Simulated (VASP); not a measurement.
OSZICAR of a VASP run on Zn (hcp):

File OSZICAR:
```
...
DAV:   3    -0.341612643781E+01   -0.27276E+01   -0.27218E+01  3824   0.626E+01
DAV:   4    -0.342410049777E+01   -0.79741E-02   -0.79737E-02  3712   0.341E+00
DAV:   5    -0.342411261818E+01   -0.12120E-04   -0.12121E-04  3848   0.110E-01    0.419E+00
DAV:   6    -0.315129929867E+01    0.27281E+00   -0.13912E+00  3136   0.264E+01    0.306E+00
DAV:   7    -0.313866739014E+01    0.12632E-01   -0.43925E-02  3920   0.397E+00    0.161E+00
DAV:   8    -0.313215724356E+01    0.65101E-02   -0.21143E-03  4208   0.751E-01    0.526E-02
DAV:   9    -0.313211733101E+01    0.39913E-04   -0.26524E-04  4256   0.262E-01    0.338E-02
DAV:  10    -0.313212182440E+01   -0.44934E-05   -0.22637E-05  3376   0.488E-02    0.310E-03
DAV:  11    -0.313212163086E+01    0.19353E-06   -0.58976E-07  2208   0.149E-02
   1 F= -.31321216E+01 E0= -.31319239E+01  d E =-.313212E+01
       N       E                     dE             d eps       ncg     rms          rms(c)
DAV:   1    -0.487425960953E+01   -0.17421E+01   -0.17214E+01  3072   0.801E+01    0.956E+00
DAV:   2    -0.337517619292E+01    0.14991E+01   -0.75198E+00  3088   0.661E+01    0.280E+00
DAV:   3    -0.322404336131E+01    0.15113E+00   -0.34397E-01  3480   0.116E+01    0.158E+00
DAV:   4    -0.316526105536E+01    0.58782E-01   -0.14759E-02  3904   0.195E+00    0.301E-01
DAV:   5    -0.316398883353E+01    0.12722E-02   -0.29067E-03  4456   0.110E+00    0.452E-02
DAV:   6    -0.316403853745E+01   -0.49704E-04   -0.27599E-04  3184   0.142E-01    0.127E-02
DAV:   7    -0.316403830565E+01    0.23180E-06   -0.16718E-05  3512   0.809E-02    0.776E-03
DAV:   8    -0.316403739286E+01    0.91278E-06   -0.42908E-07  1936   0.175E-02
   2 F= -.31640374E+01 E0= -.31641759E+01  d E =-.319158E-01
       N       E                     dE             d eps       ncg     rms          rms(c)
DAV:   1    -0.316465663455E+01   -0.61833E-03   -0.66949E-03  3104   0.169E+00    0.176E-01
DAV:   2    -0.316410831254E+01    0.54832E-03   -0.20876E-03  3104   0.106E+00    0.568E-02
DAV:   3    -0.316405768069E+01    0.50632E-04   -0.31267E-05  3928   0.942E-02    0.313E-02
DAV:   4    -0.316403685579E+01    0.20825E-04   -0.36250E-06  3328   0.394E-02    0.131E-03
DAV:   5    -0.316403711091E+01   -0.25512E-06   -0.11177E-06  2032   0.118E-02
   3 F= -.31640371E+01 E0= -.31641725E+01  d E =-.319155E-01
       N       E                     dE             d eps       ncg     rms          rms(c)
DAV:   1    -0.320877564034E+01   -0.44739E-01   -0.80575E-01  3640   0.977E+00    0.131E+00
DAV:   2    -0.318070279989E+01    0.28073E-01   -0.53583E-02  3888   0.495E+00    0.728E-01
DAV:   3    -0.316915697466E+01    0.11546E-01   -0.88390E-03  4392   0.168E+00    0.254E-01
DAV:   4    -0.316801324148E+01    0.11437E-02   -0.24262E-03  4456   0.765E-01    0.559E-02
DAV:   5    -0.316802746394E+01   -0.14222E-04   -0.33044E-04  3464   0.264E-01    0.190E-02
DAV:   6    -0.316802164011E+01    0.58238E-05   -0.41567E-05  3312   0.132E-01    0.270E-03
DAV:   7    -0.316802152533E+01    0.11478E-06   -0.10157E-06  1928   0.175E-02
   4 F= -.31680215E+01 E0= -.31680686E+01  d E =-.398441E-02
       N       E                     dE             d eps       ncg     rms          rms(c)
DAV:   1    -0.318234688589E+01   -0.14325E-01   -0.26607E-01  3632   0.568E+00    0.753E-01
DAV:   2    -0.317306469669E+01    0.92822E-02   -0.18095E-02  3888   0.290E+00    0.416E-01
DAV:   3    -0.316931722149E+01    0.37475E-02   -0.28296E-03  4464   0.949E-01    0.147E-01
DAV:   4    -0.316892797768E+01    0.38924E-03   -0.79263E-04  4384   0.444E-01    0.308E-02
DAV:   5    -0.316893336410E+01   -0.53864E-05   -0.11077E-04  3568   0.152E-01    0.107E-02
DAV:   6    -0.316893163447E+01    0.17296E-05   -0.12924E-05  3248   0.733E-02    0.156E-03
DAV:   7    -0.316893156979E+01    0.64681E-07   -0.33756E-07  1640   0.102E-02
   5 F= -.31689316E+01 E0= -.31687567E+01  d E =-.489446E-02
       N       E                     dE             d eps       ncg     rms          rms(c)
DAV:   1    -0.322458819478E+01   -0.55657E-01   -0.10726E+00  3592   0.114E+01    0.152E+00
DAV:   2    -0.318736782770E+01    0.37220E-01   -0.73088E-02  3864   0.580E+00    0.839E-01
DAV:   3    -0.317226646191E+01    0.15101E-01   -0.11174E-02  4408   0.192E+00    0.300E-01
DAV:   4    -0.317058009431E+01    0.16864E-02   -0.33604E-03  4496   0.924E-01    0.606E-02
DAV:   5    -0.317060688101E+01   -0.26787E-04   -0.47178E-04  3464   0.320E-01    0.226E-02
DAV:   6    -0.317059882353E+01    0.80575E-05   -0.57717E-05  3280   0.155E-01    0.296E-03
DAV:   7    -0.317059871384E+01    0.10969E-06   -0.14102E-06  2176   0.206E-02
   6 F= -.31705987E+01 E0= -.31705869E+01  d E =-.656160E-02
       N       E                     dE             d eps       ncg     rms          rms(c)
DAV:   1    -0.338467680223E+01   -0.21408E+00   -0.43587E+00  3600   0.230E+01    0.312E+00
DAV:   2    -0.323300319251E+01    0.15167E+00   -0.30303E-01  3784   0.116E+01    0.172E+00
DAV:   3    -0.317200918228E+01    0.60994E-01   -0.43646E-02  4472   0.397E+00    0.630E-01
DAV:   4    -0.316465060332E+01    0.73586E-02   -0.13855E-02  4456   0.196E+00    0.123E-01
DAV:   5    -0.316477197537E+01   -0.12137E-03   -0.20915E-03  3424   0.697E-01    0.500E-02
DAV:   6    -0.316473027805E+01    0.41697E-04   -0.29695E-04  3360   0.355E-01    0.674E-03
DAV:   7    -0.316473000733E+01    0.27072E-06   -0.68323E-06  3544   0.468E-02
   7 F= -.31647300E+01 E0= -.31647412E+01  d E =-.692896E-03
       N       E                     dE             d eps       ncg     rms          rms(c)
DAV:   1    -0.329914692884E+01   -0.13442E+00   -0.24728E+00  3664   0.183E+01    0.233E+00
DAV:   2    -0.320955808922E+01    0.89589E-01   -0.17930E-01  3880   0.908E+00    0.127E+00
DAV:   3    -0.317509348507E+01    0.34465E-01   -0.24618E-02  4368   0.277E+00    0.464E-01
DAV:   4    -0.317101480804E+01    0.40787E-02   -0.73977E-03  4544   0.142E+00    0.900E-02
DAV:   5    -0.317107127706E+01   -0.56469E-04   -0.95537E-04  3352   0.413E-01    0.255E-02
DAV:   6    -0.317106412041E+01    0.71567E-05   -0.66842E-05  3384   0.163E-01    0.499E-03
DAV:   7    -0.317106422966E+01   -0.10925E-06   -0.25189E-06  2608   0.301E-02
   8 F= -.31710642E+01 E0= -.31710526E+01  d E =-.702712E-02
       N       E                     dE             d eps       ncg     rms          rms(c)
DAV:   1    -0.317228201249E+01   -0.12179E-02   -0.22952E-02  3616   0.171E+00    0.225E-01
DAV:   2    -0.317147786257E+01    0.80415E-03   -0.15958E-03  3912   0.879E-01    0.123E-01
DAV:   3    -0.317115361072E+01    0.32425E-03   -0.22568E-04  4400   0.276E-01    0.447E-02
DAV:   4    -0.317111552503E+01    0.38086E-04   -0.70613E-05  4504   0.136E-01    0.883E-03
DAV:   5    -0.317111613434E+01   -0.60931E-06   -0.95538E-06  3152   0.444E-02
   9 F= -.31711161E+01 E0= -.31711251E+01  d E =-.707902E-02
       N       E                     dE             d eps       ncg     rms          rms(c)
DAV:   1    -0.317128411645E+01   -0.16859E-03   -0.32977E-03  3608   0.640E-01    0.855E-02
DAV:   2    -0.317116648126E+01    0.11764E-03   -0.23461E-04  3904   0.336E-01    0.471E-02
DAV:   3    -0.317112046276E+01    0.46019E-04   -0.33290E-05  4440   0.106E-01    0.171E-02
DAV:   4    -0.317111556805E+01    0.48947E-05   -0.10002E-05  4392   0.521E-02    0.334E-03
DAV:   5    -0.317111562686E+01   -0.58812E-07   -0.15357E-06  1776   0.183E-02
  10 F= -.31711156E+01 E0= -.31711155E+01  d E =-.707852E-02
       N       E                     dE             d eps       ncg     rms          rms(c)
DAV:   1    -0.320582273228E+01   -0.34707E-01   -0.38437E-01  3080   0.128E+01    0.132E+00
DAV:   2    -0.317513657891E+01    0.30686E-01   -0.11439E-01  3112   0.778E+00    0.435E-01
DAV:   3    -0.317224443932E+01    0.28921E-02   -0.14975E-03  3832   0.614E-01    0.238E-01
DAV:   4    -0.317099422370E+01    0.12502E-02   -0.25524E-04  4448   0.317E-01    0.103E-02
DAV:   5    -0.317099966225E+01   -0.54386E-05   -0.37711E-05  3312   0.644E-02    0.483E-03
DAV:   6    -0.317100103680E+01   -0.13745E-05   -0.23598E-07  2000   0.760E-03    0.764E-04
DAV:   7    -0.317100125917E+01   -0.22237E-06   -0.21582E-07  1560   0.671E-03
  11 F= -.31710013E+01 E0= -.31710078E+01  d E =0.114368E-03
       N       E                     dE             d eps       ncg     rms          rms(c)
DAV:   1    -0.318388674054E+01   -0.12886E-01   -0.13687E-01  3072   0.757E+00    0.799E-01
DAV:   2    -0.317278131598E+01    0.11105E-01   -0.43779E-02  3096   0.489E+00    0.256E-01
DAV:   3    -0.317173949802E+01    0.10418E-02   -0.76272E-04  3944   0.485E-01    0.142E-01
DAV:   4    -0.317127421620E+01    0.46528E-03   -0.93253E-05  4392   0.193E-01    0.756E-03
DAV:   5    -0.317127481911E+01   -0.60290E-06   -0.13499E-05  3328   0.395E-02    0.286E-03
DAV:   6    -0.317127440574E+01    0.41337E-06   -0.20868E-07  1720   0.474E-03
  12 F= -.31712744E+01 E0= -.31712779E+01  d E =-.158779E-03
       N       E                     dE             d eps       ncg     rms          rms(c)
DAV:   1    -0.317139482255E+01   -0.12000E-03   -0.13026E-03  3072   0.743E-01    0.777E-02
DAV:   2    -0.317128769619E+01    0.10713E-03   -0.40613E-04  3104   0.468E-01    0.253E-02
DAV:   3    -0.317127765959E+01    0.10037E-04   -0.62407E-06  3624   0.424E-02    0.139E-02
DAV:   4    -0.317127401981E+01    0.36398E-05   -0.70679E-07  2368   0.188E-02    0.555E-04
DAV:   5    -0.317127411343E+01   -0.93625E-07   -0.30699E-07  1544   0.680E-03
  13 F= -.31712741E+01 E0= -.31712780E+01  d E =-.158487E-03
```

### Question
Which electronic solver shows in the log?

### Answer
It is blocked Davidson (ALGO = Normal, or the opening steps of other solvers). The INCAR had ALGO = Normal.

### Question
Can the final energy be trusted as converged?

### Answer
The run converged. It stopped with EDIFF = 1E-6, NELM = 100, NSW = 60 and EDIFFG = -0.01 after 13 ionic steps (PBEsol GGA, plane waves, VASP's PBE PAW potentials (set 64)). Energy and stress use the plane-wave basis of the starting cell.

The compound is Zn in the hcp structure. This run relaxes it. Symmetry was kept, so distortions that lower it aren't found.
